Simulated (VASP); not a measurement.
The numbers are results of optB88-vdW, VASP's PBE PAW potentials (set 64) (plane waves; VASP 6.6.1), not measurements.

VASP input:

**KPOINTS**
```
Automatic
0
G
 16 16 16
0 0 0
```

### POSCAR
```
Pt
1
    0.0000000000     2.0282456373     2.0282456373
    2.0282456373     0.0000000000     2.0282456373
    2.0282456373     2.0282456373     0.0000000000
Pt
1
Direct
  0.0000000000   0.0000000000   0.0000000000
```

### INCAR
```
SYSTEM  =  Pt
PREC  =  Accurate; ENCUT  =  520; LREAL  =  .FALSE.
LASPH  =  .TRUE.
EDIFF  =  1E-7; NELM  =  100; ALGO  =  Normal
LMAXMIX  =  6
ISMEAR  =  1; SIGMA  =  0.1
GGA  =  BO; LUSE_VDW  =  .TRUE.; AGGAC  =  0.0
PARAM1  =  0.1833333333; PARAM2  =  0.22
ISIF  =  2
LWAVE  =  .FALSE.; LCHARG  =  .FALSE.
```

POTCAR, in this order: Pt (PBE.64 set). Program: vasp_std.

What VASP printed:

**OSZICAR**
```
       N       E                     dE             d eps       ncg     rms          rms(c)
DAV:   1     0.387743771024E+02    0.38774E+02   -0.54352E+03  2738   0.102E+03
DAV:   2    -0.337118754626E+01   -0.42146E+02   -0.40300E+02  2723   0.180E+02
DAV:   3    -0.381847341468E+01   -0.44729E+00   -0.44284E+00  3141   0.189E+01
DAV:   4    -0.382012637083E+01   -0.16530E-02   -0.16522E-02  2988   0.119E+00
DAV:   5    -0.382013957838E+01   -0.13208E-04   -0.13208E-04  3007   0.978E-02    0.929E+00
DAV:   6    -0.349535871591E+01    0.32478E+00   -0.10057E+00  2669   0.876E+00    0.494E+00
DAV:   7    -0.346971657611E+01    0.25642E-01   -0.10289E-01  2888   0.270E+00    0.227E+00
DAV:   8    -0.346699168474E+01    0.27249E-02   -0.41543E-03  2768   0.649E-01    0.405E-01
DAV:   9    -0.346684664706E+01    0.14504E-03   -0.22129E-04  2762   0.144E-01    0.130E-02
DAV:  10    -0.346685242376E+01   -0.57767E-05   -0.45833E-06  2874   0.246E-02    0.475E-03
DAV:  11    -0.346685237439E+01    0.49370E-07   -0.10087E-07  2692   0.309E-03
   1 F= -.34668524E+01 E0= -.34664471E+01  d E =-.121582E-02
```

File OUTCAR:
```
------------------------ aborting loop because EDIFF is reached ----------------------------------------
  FORCE on cell =-STRESS in cart. coord.  units (eV):
  Direction    XX          YY          ZZ          XY          YZ          ZX
  --------------------------------------------------------------------------------------
  Total       -1.2741681     -1.2741681     -1.2741681     -0.0000000     -0.0000000      0.0000000
  in kB     -122.3335695   -122.3335695   -122.3335695     -0.0000000     -0.0000000      0.0000000
  external PRESSURE =    -122.3335695 kB  Pullay stress =       0.0000000 kB
  volume of cell :       16.69
      direct lattice vectors                 reciprocal lattice vectors
     0.000000000  2.028245637  2.028245637    -0.246518464  0.246518464  0.246518464
     2.028245637  0.000000000  2.028245637     0.246518464 -0.246518464  0.246518464
     2.028245637  2.028245637  0.000000000     0.246518464  0.246518464 -0.246518464
 POSITION                                       TOTAL-FORCE (eV/Angst)
 -----------------------------------------------------------------------------------
      0.00000      0.00000      0.00000         0.000000     -0.000000      0.000000
 -----------------------------------------------------------------------------------
    total drift:                               -0.000000     -0.000000     -0.000000
  FREE ENERGIE OF THE ION-ELECTRON SYSTEM (eV)
  ---------------------------------------------------
  free  energy   TOTEN  =        -3.4668523744 eV

  energy  without entropy=       -3.4656365520  energy(sigma->0) =       -3.46644710
```
(Selected blocks of OUTCAR.)

The compound is Pt in the fcc structure. This cell is one point of a volume scan, at 1.06 of the reference volume.
